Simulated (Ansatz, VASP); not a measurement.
# Cross-check of MoS2 between VASP and Ansatz, part 2 of 3

Aim: how closely do two programs agree when they are given the same cell, functional and k mesh? The cell is taken from a series of VASP runs on this material, whose earlier steps may have relaxed, scaled or displaced it; both programs get it as it stands.

VASP 6.6.1 and Ansatz 0.2.0.

So far: The starting structure; VASP: band structure, revPBE; Ansatz: band structure, revPBE.

## (4) Side by side

Known differences besides the potentials themselves: the cutoff is 420 eV in Ansatz and 400 eV in VASP; Ansatz makes its cores anew for this functional, VASP keeps those of its PBE data sets; VASP leaves aspherical gradient terms in its spheres out (LASPH is not set), Ansatz keeps them. Total energies have different zeros and are not compared.

The two programs side by side:

| quantity | Ansatz | VASP | difference |
| --- | --- | --- | --- |
| pressure (GPa) | 0.40 | 0.02 | +0.38 |
| gap over the path points (eV) | 1.402 | 1.412 | -0.010 |

Levels at points of the path, from each program's valence-band top (eV; 4 filled, then empty):

| k (reciprocal lattice) | Ansatz | VASP |
| --- | --- | --- |
| 0.000 0.000 0.000 | -1.73 -1.68 -0.31 0.00 2.50 2.50 2.51 | -1.73 -1.68 -0.31 0.00 2.50 2.51 2.51 |
| 0.133 0.000 0.000 | -1.38 -1.14 -0.43 -0.25 2.16 2.29 2.33 | -1.38 -1.14 -0.43 -0.25 2.16 2.29 2.34 |
| 0.300 0.000 0.000 | -1.76 -1.63 -1.11 -1.08 1.93 2.00 2.01 | -1.75 -1.63 -1.11 -1.08 1.94 2.00 2.01 |
| 0.467 0.000 0.000 | -1.24 -1.23 -0.87 -0.85 1.97 1.97 2.44 | -1.24 -1.23 -0.86 -0.84 1.97 1.98 2.45 |
| 0.467 0.067 0.000 | -1.56 -1.55 -0.71 -0.70 1.98 2.00 2.49 | -1.56 -1.55 -0.70 -0.69 1.99 2.00 2.50 |
| 0.411 0.178 0.000 | -2.10 -2.06 -0.52 -0.50 1.82 1.84 2.81 | -2.10 -2.07 -0.51 -0.50 1.83 1.85 2.81 |
| 0.356 0.289 0.000 | -2.30 -2.28 -0.28 -0.27 1.46 1.46 2.83 | -2.31 -2.29 -0.28 -0.26 1.47 1.47 2.83 |
| 0.333 0.333 0.000 | -2.34 -2.34 -0.23 -0.22 1.40 1.40 2.81 | -2.35 -2.35 -0.23 -0.21 1.41 1.41 2.81 |
| 0.289 0.289 0.000 | -2.16 -2.13 -0.43 -0.41 1.62 1.64 2.85 | -2.17 -2.14 -0.42 -0.41 1.63 1.65 2.85 |
| 0.178 0.178 0.000 | -1.35 -1.27 -1.01 -1.00 1.65 1.84 2.21 | -1.35 -1.27 -1.00 -1.00 1.65 1.84 2.21 |

At this near-relaxed geometry the largest component of a force difference is 17 meV/Å. Among the levels compared at these points, filled levels agree within 10 meV and empty ones within 14 meV.

## (5) VASP: electric field gradients, revPBE

Field gradients test the density near the nuclei, where the PAW reconstruction matters most.

Contents of INCAR:

```
SYSTEM = MoS2
PREC = Accurate
ENCUT = 400
EDIFF = 1E-07
NELM = 100
ISMEAR = 0
SIGMA = 0.05
LREAL = .FALSE.
ALGO = Normal
GGA = RE
LORBIT = 11
LWAVE = .FALSE.
LCHARG = .FALSE.
KPAR = 2
LEFG = .TRUE.
LASPH = .TRUE.
```

Contents of POSCAR:

```
MoS2
1.0
    3.2000069856      0.0000000000      0.0000000000
   -1.6000034928      2.7712873418      0.0000000000
    0.0000000000      0.0000000000     15.0981737458
Mo S
2 4
Direct
    0.6666666667      0.3333333333      0.7500000000
    0.3333333333      0.6666666667      0.2500000000
    0.6666666667      0.3333333333      0.3534826125
    0.3333333333      0.6666666667      0.8534826125
    0.6666666667      0.3333333333      0.1465173875
    0.3333333333      0.6666666667      0.6465173875
```

Contents of KPOINTS:

```
Automatic mesh
0
Gamma
7 7 2
0 0 0
```

The projector-augmented-wave data sets are Mo_sv and S (PBE family, release 64).

Run with:

```console
$ mpirun -np 2 vasp_std
```

Numbers of over 12 decimals in the logs are rounded to 6 here.

Output:

```text
[banner, memory and clock lines left out]
running    2 mpi-ranks, on    1 nodes
[...]
[... a notice as in an earlier step ...]

 LDA part: xc-table for (Slater+PW92), standard interpolation
 POSCAR, INCAR and KPOINTS ok, starting setup
[...]
entering main loop
       N       E                     dE             d eps       ncg     rms          rms(c)
[... 1 cycle as in an earlier step ...]
DAV:   2    -0.248348286237E+02   -0.38847E+03   -0.38017E+03  1267   0.342E+02
DAV:   3    -0.441897361441E+02   -0.19355E+02   -0.19233E+02  1307   0.676E+01
[... 2 cycles as in an earlier step ...]
DAV:   6    -0.424700654470E+02    0.21978E+01   -0.24989E+01  1101   0.258E+01    0.135E+01
DAV:   7    -0.419762019944E+02    0.49386E+00   -0.10247E+01  1103   0.162E+01    0.791E+00
DAV:   8    -0.416525614651E+02    0.32364E+00   -0.16078E+00  1269   0.696E+00    0.257E+00
DAV:   9    -0.416637162402E+02   -0.11155E-01   -0.13423E-01  1341   0.178E+00    0.124E+00
[...]
0.0000000    -0.0000000    -0.0000000    45.1368872    -0.0000000     0.0000000
     0.0000369    -0.0000000    -0.0000000    45.1367602    -0.0000000     0.0000000
     0.0000508    -0.0000000    -0.0000000    45.1366830    -0.0000000     0.0000000
     0.0000700    -0.0000000    -0.0000000    45.1365548    -0.0000000     0.0000000
     0.0000964    -0.0000000    -0.0000000    45.1363434    -0.0000000     0.0000000

ion   6
     0.0000000    -0.0000000     0.0000000     3.3557702     0.0000000     0.0000000
     0.0000369    -0.0000000     0.0000000     3.3557702     0.0000000     0.0000000
     0.0000508    -0.0000000     0.0000000     3.3557701     0.0000000     0.0000000
     0.0000700    -0.0000000     0.0000000     3.3557701     0.0000000     0.0000000
     0.0000964    -0.0000000     0.0000000     3.3557701     0.0000000     0.0000000

     0.0000000    -0.0000000     0.0000000    45.1368872     0.0000000     0.0000000
     0.0000369    -0.0000000     0.0000000    45.1367602     0.0000000     0.0000000
     0.0000508    -0.0000000     0.0000000    45.1366830     0.0000000     0.0000000
     0.0000700    -0.0000000     0.0000000    45.1365548     0.0000000     0.0000000
     0.0000964    -0.0000000     0.0000000    45.1363434     0.0000000     0.0000000

   1 F= -.41655696E+02 E0= -.41655696E+02  d E =-.140881E-12
```

OUTCAR, selected parts (step 5):

```text
  Total       -0.0128644     -0.0128644      0.0884103      0.0000000      0.0000000      0.0000000
  in kB       -0.1539372     -0.1539372      1.0579288      0.0000000      0.0000000      0.0000000
  external PRESSURE =       0.2500181 kB  Pullay stress =       0.0000000 kB

 POSITION                                       TOTAL-FORCE (eV/Angst)
 -----------------------------------------------------------------------------------
      1.60000      0.92376     11.32363         0.000000     -0.000000      0.000000
     -0.00000      1.84752      3.77454        -0.000000      0.000000      0.000000
      1.60000      0.92376      5.33694         0.000000      0.000000      0.007618
     -0.00000      1.84752     12.88603        -0.000000      0.000000      0.007618
      1.60000      0.92376      2.21214         0.000000     -0.000000     -0.007618
     -0.00000      1.84752      9.76123        -0.000000     -0.000000     -0.007618
 -----------------------------------------------------------------------------------
    total drift:                               -0.000000      0.000000     -0.000000

  FREE ENERGIE OF THE ION-ELECTRON SYSTEM (eV)
  ---------------------------------------------------
  free  energy   TOTEN  =       -41.6556959108 eV

  energy  without entropy=      -41.6556959108  energy(sigma->0) =      -41.65569591

[... 2 parts as in an earlier step ...]

[... 1 further part left out ...]
[key lines of the parts left out:]
E-fermi :   4.7976
```

The run ends at a pressure of 0.03 GPa, with forces up to 0.0076 eV/Å.

## (6) Ansatz: electric field gradients, revPBE

The same cell, functional, mesh and smearing now go to Ansatz, which takes its cutoff from its data sets.

The cell is taken from a series of VASP runs on this material, whose earlier steps may have relaxed, scaled or displaced it; both programs get it as it stands.

Contents of input.yaml:

```yaml
crystal:
  lattice:
    - [3.2000069856, 0.0, 0.0]
    - [-1.6000034928, 2.7712873418, 0.0]
    - [0.0, 0.0, 15.0981737458]
  atoms:
    - { symbol: Mo, position: [0.6666666667, 0.3333333333, 0.75] }
    - { symbol: Mo, position: [0.3333333333, 0.6666666667, 0.25] }
    - { symbol: S, position: [0.6666666667, 0.3333333333, 0.3534826125] }
    - { symbol: S, position: [0.3333333333, 0.6666666667, 0.8534826125] }
    - { symbol: S, position: [0.6666666667, 0.3333333333, 0.1465173875] }
    - { symbol: S, position: [0.3333333333, 0.6666666667, 0.6465173875] }
hamiltonian:
  xc: revpbe
  pseudopotentials: { kind: paw }
kpoints:
  mp_grid: { grid: [7, 7, 2] }
scf:
  occupations: { method: gaussian, width: 0.05 }
  n_extra_bands: 5
output:
  forces: true
  stress: true
  eigenvalues: true
  efg: {}
```

Run with:

```console
$ ansatz run input.yaml --threads 4 --pin off --max-ram 9216MiB --backend cpu --events-out ev --progress --plain --runs-dir out
```

Output:

```text
[...]
Mo: output.efg is read without spin–orbit coupling, which moves field gradients at and beside such atoms by some per cent and up to a factor of two; PAW files take it under magnetization.noncollinear and magnetization.spin_orbit
[...]
Crystal: 6 atoms, lattice volume = 133.893 Å³
[...]
k-point 0: bands = [... 22 lower, 5.5625, 5.6105, 6.9783, 7.2916, 9.7958, 9.7958, 9.7972, 9.7972, ... 1 higher]
  k-point 1: bands = [... 22 lower, 5.5617, 5.5617, 7.1555, 7.1555, 9.7965, 9.7965, 9.7965, 9.7965, ... 1 higher]
  k-point 2: bands = [... 22 lower, 5.9202, 6.1548, 6.8339, 7.0028, 9.4005, 9.5741, 9.5895, 9.6518, ... 1 higher]
  k-point 15: bands = [... 22 lower, 5.1678, 5.1678, 6.8458, 6.8458, 8.9494, 8.9494, 10.1955, 10.1955, ... 1 higher]
[key lines of the parts left out:]
SCF converged after 7 iterations
Free energy (F): -13545.517364 eV
Fermi energy:    8.113614 eV
P = ⅓ Tr σ = 0.4040 GPa (4.040 kbar)
```

Elapsed: 1.6 s, on 4 threads of Arm Neoverse V1, shared host; peak memory 0.48 GiB; 5.1 s of CPU time.

The run ends at a pressure of 0.40 GPa, with forces up to 0.023 eV/Å.

## (7) Differences

What differs besides the data sets and the points named for the pairs above, as far as they apply: Ansatz adds the response of the frozen cores to the gradients, VASP leaves it out. Total energies have different zeros and are not compared.

Both answers:

| quantity | Ansatz | VASP | difference |
| --- | --- | --- | --- |
| pressure (GPa) | 0.40 | 0.03 | +0.38 |
| gap on the k mesh (eV) | 1.647 | 1.660 | -0.013 |
| Vzz at Mo1 (V/Å²) | -77.3 | -80.2 | +3.0 |
| Vzz at Mo2 (V/Å²) | -77.3 | -80.2 | +3.0 |
| Vzz at S3 (V/Å²) | -56.8 | -56.1 | -0.7 |
| Vzz at S4 (V/Å²) | -56.8 | -56.1 | -0.7 |
| Vzz at S5 (V/Å²) | -56.8 | -56.1 | -0.7 |
| Vzz at S6 (V/Å²) | -56.8 | -56.1 | -0.7 |

At this near-relaxed geometry the largest component of a force difference is 16 meV/Å. A gap on the mesh is an upper bound, since the band edges may lie between its points.

## (8) VASP: band structure, revPBE, spin-orbit coupling

Levels along a path test the potential and the projectors away from the mesh points.

Contents of INCAR:

```
SYSTEM = MoS2
PREC = Accurate
ENCUT = 400
EDIFF = 1E-06
NELM = 100
ISMEAR = 0
SIGMA = 0.05
LREAL = .FALSE.
ALGO = Normal
GGA = RE
LNONCOLLINEAR = .TRUE.
MAGMOM = 0 0 0 0 0 0 0 0 0 0 0 0 0 0 0 0 0 0
NBANDS = 64
GGA_COMPAT = .FALSE.
LASPH = .TRUE.
LSORBIT = .TRUE.
LMAXMIX = 4
LORBIT = 11
LWAVE = .FALSE.
LCHARG = .FALSE.
KPAR = 2
```

POSCAR is that of step 5.

Contents of KPOINTS:

```
Automatic mesh
0
Gamma
6 6 1
0 0 0
```

Contents of KPOINTS_OPT:

```
Line mode
16
Line-mode
Reciprocal
  0.00000000   0.00000000   0.00000000 GAMMA
  0.50000000   0.00000000   0.00000000 M

  0.50000000   0.00000000   0.00000000 M
  0.33333333   0.33333333   0.00000000 K

  0.33333333   0.33333333   0.00000000 K
  0.00000000   0.00000000   0.00000000 GAMMA

  0.00000000   0.00000000   0.00000000 GAMMA
  0.00000000   0.00000000   0.50000000 A

  0.00000000   0.00000000   0.50000000 A
  0.50000000   0.00000000   0.50000000 L

  0.50000000   0.00000000   0.50000000 L
  0.33333333   0.33333333   0.50000000 H

  0.33333333   0.33333333   0.50000000 H
  0.00000000   0.00000000   0.50000000 A

  0.50000000   0.00000000   0.50000000 L
  0.50000000   0.00000000   0.00000000 M

  0.33333333   0.33333333   0.00000000 K
  0.33333333   0.33333333   0.50000000 H
```

Run with:

```console
$ mpirun -np 2 vasp_ncl
```

Output:

```text
[... set-up lines as in an earlier step ...]
 entering main loop
       N       E                     dE             d eps       ncg     rms          rms(c)
DAV:   1     0.409690489326E+03    0.40969E+03   -0.25678E+04  1072   0.123E+03
DAV:   2    -0.175957386517E+02   -0.42729E+03   -0.41424E+03  1096   0.346E+02
DAV:   3    -0.439080040364E+02   -0.26312E+02   -0.25914E+02  1128   0.763E+01
DAV:   4    -0.448372131651E+02   -0.92921E+00   -0.92547E+00  1200   0.135E+01
[...]
DAV:  14    -0.418482377607E+02   -0.43383E-04   -0.10879E-04   984   0.538E-02    0.170E-02
DAV:  15    -0.418482431067E+02   -0.53460E-05   -0.79414E-06   952   0.157E-02    0.431E-03
DAV:  16    -0.418482437388E+02   -0.63208E-06   -0.82163E-07   768   0.524E-03
   1 F= -.41848244E+02 E0= -.41848244E+02  d E =-.125111E-28  mag=    -0.0000     0.0000    -0.0000
 Start KPOINTS_OPT (optional k-point list driver)
k-point batch [1-7\144]
       N       E                     dE             ncg
DAV:   1    -0.840793804184E+03   -0.16886E+04     1064
DAV:   2    -0.403668603425E+04   -0.31959E+04     1096
DAV:   3    -0.423692419625E+04   -0.20024E+03     1152
DAV:   4    -0.424568022389E+04   -0.87560E+01     1184
[...]
DAV:   8    -0.424600037133E+04   -0.35926E-04     1136
DAV:   9    -0.424600037361E+04   -0.22847E-05      976
DAV:  10    -0.424600037372E+04   -0.10823E-06      752
[...]
k-point batch [141-144\144]
       N       E                     dE             ncg
DAV:   1     0.477032126876E+04   -0.83354E+04      648
DAV:   2     0.321432942370E+04   -0.15560E+04      632
DAV:   3     0.313097023687E+04   -0.83359E+02      632
DAV:   4     0.312858162735E+04   -0.23886E+01      648
DAV:   5     0.312850360191E+04   -0.78025E-01      616
DAV:   6     0.312850123778E+04   -0.23641E-02      672
DAV:   7     0.312850119897E+04   -0.38803E-04      592
DAV:   8     0.312850119788E+04   -0.10969E-05      512
DAV:   9     0.312850119782E+04   -0.57314E-07      352
```

Parts of OUTCAR (step 8):

```text
  Total       -0.0021245     -0.0021245      0.1461371      0.0000000      0.0000000     -0.0000000
  in kB       -0.0254219     -0.0254219      1.7486950      0.0000000      0.0000000     -0.0000000
  external PRESSURE =       0.5659504 kB  Pullay stress =       0.0000000 kB

 POSITION                                       TOTAL-FORCE (eV/Angst)
 -----------------------------------------------------------------------------------
      1.60000      0.92376     11.32363         0.000000     -0.000000      0.000000
     -0.00000      1.84752      3.77454         0.000000      0.000000      0.000000
      1.60000      0.92376      5.33694         0.000000     -0.000000      0.014353
     -0.00000      1.84752     12.88603        -0.000000      0.000000      0.014353
      1.60000      0.92376      2.21214         0.000000     -0.000000     -0.014353
     -0.00000      1.84752      9.76123        -0.000000      0.000000     -0.014353
 -----------------------------------------------------------------------------------
    total drift:                               -0.000000      0.000000     -0.000000

  FREE ENERGIE OF THE ION-ELECTRON SYSTEM (eV)
  ---------------------------------------------------
  free  energy   TOTEN  =       -41.8482437388 eV

  energy  without entropy=      -41.8482437388  energy(sigma->0) =      -41.84824374

 magnetization (x)
# of ion       s       p       d       tot
------------------------------------------
    1        0.000   0.000   0.000   0.000
    2        0.000  -0.000   0.000   0.000
    3        0.000   0.000   0.000   0.000
    4       -0.000  -0.000   0.000  -0.000
    5       -0.000   0.000   0.000   0.000
    6        0.000   0.000   0.000   0.000
--------------------------------------------------
tot          0.000   0.000   0.000   0.000

 magnetization (y)
# of ion       s       p       d       tot
------------------------------------------
    1       -0.000   0.000   0.000  -0.000
    2       -0.000  -0.000   0.000  -0.000
    3       -0.000   0.000   0.000  -0.000
    4        0.000   0.000   0.000   0.000
    5        0.000   0.000   0.000   0.000
    6       -0.000   0.000   0.000  -0.000
--------------------------------------------------
tot         -0.000   0.000   0.000  -0.000

 magnetization (z)
# of ion       s       p       d       tot
------------------------------------------
    1        0.000   0.000   0.000   0.000
    2        0.000   0.000   0.000   0.000
    3        0.000   0.000   0.000   0.000
    4        0.000   0.000   0.000   0.000
    5        0.000   0.000   0.000   0.000
    6        0.000   0.000   0.000   0.000
--------------------------------------------------
tot          0.000   0.000   0.000   0.000

[... 1 part as in an earlier step ...]

[... 2 further parts left out ...]
[key lines of the parts left out:]
E-fermi :   4.9543
```

The run ends at a pressure of 0.06 GPa, with forces up to 0.014 eV/Å.

(Part 2 of 3 ends here.)

[Lines on the potential files, build, host, timing and source positions are cut from VASP's logs without a mark.]

[Logs are printed without paths, hosts, clocks, repeated set-up lines and the standing remarks that a program may print on its own settings, such as how far it seeks lower states.]

[Hosts, paths, dates, database ids (printed as entryN), source tags and the programs' standing remarks are cut or masked in the printed files.]
